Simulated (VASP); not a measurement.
Output of a VASP run:

OSZICAR:
```
       N       E                     dE             d eps       ncg     rms          rms(c)
DAV:   1     0.913563271283E+02    0.91356E+02   -0.96610E+03  1222   0.177E+03
DAV:   2     0.103347791119E+01   -0.90323E+02   -0.86796E+02  1282   0.294E+02
DAV:   3    -0.514871900712E+01   -0.61822E+01   -0.61473E+01  1567   0.790E+01
DAV:   4    -0.522664720342E+01   -0.77928E-01   -0.77894E-01  1367   0.920E+00
DAV:   5    -0.522766835637E+01   -0.10212E-02   -0.10211E-02  1512   0.110E+00    0.911E+00
DAV:   6    -0.287326262927E+01    0.23544E+01   -0.59898E+00  1432   0.602E+01    0.442E+00
DAV:   7    -0.275654536119E+01    0.11672E+00   -0.88082E-01  1282   0.112E+01    0.282E+00
DAV:   8    -0.277304191675E+01   -0.16497E-01   -0.29866E-01  1222   0.917E+00    0.135E+00
DAV:   9    -0.115902035633E+06   -0.11590E+06   -0.11250E+06  1724   0.299E+05    0.507E+01
DAV:  10    -0.164040198125E+00    0.11590E+06   -0.47055E+03  1393   0.157E+02    0.458E+00
DAV:  11    -0.271583474864E+01   -0.25518E+01   -0.25742E+01  1302   0.102E+01    0.138E+00
DAV:  12    -0.282971210428E+01   -0.11388E+00   -0.16133E+00  1377   0.429E+00    0.313E-01
DAV:  13    -0.282908752444E+01    0.62458E-03   -0.60349E-02  1337   0.348E+00    0.200E-01
DAV:  14    -0.278895314792E+01    0.40134E-01   -0.19567E-02  1277   0.188E+00    0.200E-01
DAV:  15    -0.283026469453E+01   -0.41312E-01   -0.11012E-02  1242   0.153E+00    0.189E-01
DAV:  16    -0.283039597864E+01   -0.13128E-03   -0.27933E-04  1522   0.198E-01    0.129E-01
DAV:  17    -0.283061101348E+01   -0.21503E-03   -0.45264E-05  1257   0.796E-02    0.120E-01
DAV:  18    -0.283059157973E+01    0.19434E-04   -0.45226E-05  1292   0.885E-02    0.108E-01
DAV:  19    -0.283063335679E+01   -0.41777E-04   -0.75429E-06  1237   0.367E-02    0.942E-02
DAV:  20    -0.283062633436E+01    0.70224E-05   -0.12129E-05  1287   0.280E-02    0.839E-02
DAV:  21    -0.283062922076E+01   -0.28864E-05   -0.18557E-06  1510   0.161E-02    0.760E-02
DAV:  22    -0.283063150144E+01   -0.22807E-05   -0.22270E-06  1232   0.151E-02    0.673E-02
DAV:  23    -0.283063337717E+01   -0.18757E-05   -0.58470E-07  1342   0.838E-03    0.591E-02
DAV:  24    -0.283063192882E+01    0.14484E-05   -0.10537E-06  1232   0.130E-02    0.436E-02
DAV:  25    -0.283063321854E+01   -0.12897E-05   -0.25355E-07  1288   0.530E-03    0.400E-02
DAV:  26    -0.283063324513E+01   -0.26597E-07   -0.61359E-07  1232   0.809E-03
   1 F= -.28306332E+01 E0= -.28306332E+01  d E =0.000000E+00
       N       E                     dE             ncg
       N       E                     dE             ncg
```

File OUTCAR:
```
------------------------ aborting loop because EDIFF is reached ----------------------------------------
  FORCE on cell =-STRESS in cart. coord.  units (eV):
  Direction    XX          YY          ZZ          XY          YZ          ZX
  --------------------------------------------------------------------------------------
  Total        0.0037315      0.0037315      0.0037315     -0.0000000     -0.0000000     -0.0000000
  in kB        0.1524744      0.1524744      0.1524744     -0.0000000     -0.0000000     -0.0000000
  external PRESSURE =       0.1524744 kB  Pullay stress =       0.0000000 kB
  volume of cell :       39.21
      direct lattice vectors                 reciprocal lattice vectors
     0.000000000  2.696439883  2.696439883    -0.185429686  0.185429686  0.185429686
     2.696439883  0.000000000  2.696439883     0.185429686 -0.185429686  0.185429686
     2.696439883  2.696439883  0.000000000     0.185429686  0.185429686 -0.185429686
  FREE ENERGIE OF THE ION-ELECTRON SYSTEM (eV)
  ---------------------------------------------------
  free  energy   TOTEN  =        -2.8306332451 eV

  energy  without entropy=       -2.8306332451  energy(sigma->0) =       -2.83063325

 total charge

# of ion       s       p       d       tot
------------------------------------------
    1        0.510   0.486   9.846  10.842
    2        1.304   2.445   0.000   3.749
--------------------------------------------------
tot          1.814   2.931   9.846  14.591
```
(Selected blocks of OUTCAR.)

**POSCAR**
```
ZnS
1
    0.0000000000     2.6964398826     2.6964398826
    2.6964398826     0.0000000000     2.6964398826
    2.6964398826     2.6964398826     0.0000000000
Zn S
1 1
Direct
  0.0000000000   0.0000000000   0.0000000000
  0.2500000000   0.2500000000   0.2500000000
```

Q: Reconstruct the remaining input files.

A: Several could match; the one computed here: the input of the run itself, revTPSS meta-GGA, plane waves, VASP's PBE PAW potentials (set 64).

### KPOINTS_OPT
```
k-points along high-symmetry lines
10
Line-mode
Reciprocal
  0.000000   0.000000   0.000000 ! GAMMA
 -0.500000  -0.500000   0.000000 ! X

 -0.500000  -0.500000   0.000000 ! X
 -0.375000  -0.375000   0.250000 ! U

 -0.375000   0.000000   0.375000 ! K
  0.000000   0.000000   0.000000 ! GAMMA

  0.000000   0.000000   0.000000 ! GAMMA
  0.000000   0.000000   0.500000 ! L

  0.000000   0.000000   0.500000 ! L
 -0.500000  -0.250000   0.250000 ! W

 -0.500000  -0.250000   0.250000 ! W
 -0.500000  -0.500000   0.000000 ! X
```

### INCAR
```
SYSTEM = ZnS
PREC = Accurate; ENCUT = 520; LREAL = .FALSE.
LASPH = .TRUE.
EDIFF = 1E-7; NELM = 100; ALGO = Normal
LMAXMIX = 4; LMIXTAU = .TRUE.
ISMEAR = -5
METAGGA = RTPSS
ISIF = 2
LWAVE = .FALSE.; LCHARG = .FALSE.; LORBIT = 11
NEDOS = 601
```

File KPOINTS:
```
Automatic mesh
0
Gamma
10 10 10
0 0 0
```

POTCAR, in this order: Zn S (PBE.64 set). Program: vasp_std.

The compound is ZnS in the zinc blende structure. It was relaxed first.
